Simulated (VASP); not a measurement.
VASP runs on ZnSe (zinc blende) share one base input (PBE GGA, plane waves, VASP's PBE PAW potentials (set 64)) and change the settings named in each case.

### POSCAR
```
ZnSe
1
    0.0000000000     2.8917000000     2.8917000000
    2.8917000000     0.0000000000     2.8917000000
    2.8917000000     2.8917000000     0.0000000000
Zn Se
1 1
Direct
  0.0000000000   0.0000000000   0.0000000000
  0.2500000000   0.2500000000   0.2500000000
```

**INCAR**
```
GGA=PE
LMAXMIX=4   ! l cut-off of mixed one-centre charges
ISMEAR=0   ! Gaussian
EDIFF=1E-6   ! SCF stop (eV)
PREC=Accurate
LWAVE=.FALSE.
SIGMA=0.05   ! width (eV)
LREAL=.FALSE.   ! projection in real space or not
ENCUT=400
ALGO=Normal   ! blocked Davidson
LASPH=.TRUE.
NELM=100
SYSTEM=ZnSe
ISIF=2   ! forces and stress, cell fixed
LCHARG=.FALSE.
```

KPOINTS:
```
Automatic
0
Gamma
 7 7 7
```

POTCAR, in this order: Zn Se (PBE.64 set). Program: vasp_std.

```json
[
 {"change": "base run", "E(σ→0) (eV/atom)": "-3.0129", "pressure (GPa)": "-1.43"},
 {"change": "LDAU = .TRUE., LDAUJ = 0 0, LDAUL = 2 -1, LDAUTYPE = 2, LDAUU = 1.0 0", "E(σ→0) (eV/atom)": "-2.9650", "pressure (GPa)": "-1.59"},
 {"change": "LDAU = .TRUE., LDAUJ = 0 0, LDAUL = 2 -1, LDAUTYPE = 2, LDAUU = 2.0 0", "E(σ→0) (eV/atom)": "-2.9210", "pressure (GPa)": "-1.77"},
 {"change": "LDAU = .TRUE., LDAUJ = 0 0, LDAUL = 2 -1, LDAUTYPE = 2, LDAUU = 3.0 0", "E(σ→0) (eV/atom)": "-2.8811", "pressure (GPa)": "-1.97"},
 {"change": "LDAU = .TRUE., LDAUJ = 0 0, LDAUL = 2 -1, LDAUTYPE = 2, LDAUU = 4.0 0", "E(σ→0) (eV/atom)": "-2.8452", "pressure (GPa)": "-2.20"},
 {"change": "LDAU = .TRUE., LDAUJ = 0 0, LDAUL = 2 -1, LDAUTYPE = 2, LDAUU = 5.0 0", "E(σ→0) (eV/atom)": "-2.8133", "pressure (GPa)": "-2.46"},
 {"change": "LDAU = .TRUE., LDAUJ = 0 0, LDAUL = 2 -1, LDAUTYPE = 2, LDAUU = 6.0 0", "E(σ→0) (eV/atom)": "-2.7856", "pressure (GPa)": "-2.74"},
 {"change": "LDAU = .TRUE., LDAUJ = 0 0, LDAUL = 2 -1, LDAUTYPE = 2, LDAUU = 8.0 0", "E(σ→0) (eV/atom)": "-2.7426", "pressure (GPa)": "-3.42"},
 {"change": "LDAU = .TRUE., LDAUJ = 0 0, LDAUL = 2 -1, LDAUTYPE = 2, LDAUU = 5.0 0, LMAXMIX = 2", "E(σ→0) (eV/atom)": "-2.8133", "pressure (GPa)": "-2.46"}
]
```
 Energies of different potentials or functionals have different zeros.

Left out are runs that ran out of time, are held back, or changed the cell or the kind of run, fixed moments of cells without a moment, rows past the twelfth, gaps on odd meshes, pressures of charged cells and columns that move by less than the noise.

The compound is ZnSe in the zinc blende structure. The cell was not relaxed at this level.
